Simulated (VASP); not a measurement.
Here is the system:

```
CELL_PARAMETERS angstrom
      1.83437    -3.17722     0.00000
      1.83437     3.17722     0.00000
      0.00000     0.00000     5.79305
ATOMIC_POSITIONS crystal
  Sn 0.00000 0.00000 0.00000
  S  0.33333 0.66667 0.25481
  S  0.66667 0.33333 0.74519
```

The numbers are results of PBE GGA with D4 dispersion, VASP's PBE PAW potentials (set 64) (plane waves; VASP 6.6.1), not measurements. Settings: 520 eV cut-off, 8×8×5 Γ-centred mesh, tetrahedra with Blöchl corrections, potentials Sn_d S.

The cores are frozen, which limits the accuracy of field gradients.

Give the principal components of the electric field gradient (V/Å²) and the asymmetry η at each nucleus.

```tsv
atom	Vxx	Vyy	Vzz	η
Sn1	-5.7	-5.6	11.3	0.00
S2	21.8	21.8	-43.6	0.00
S3	21.8	21.8	-43.6	0.00
```

The compound is SnS2 in the 1T layered structure. It was relaxed first.
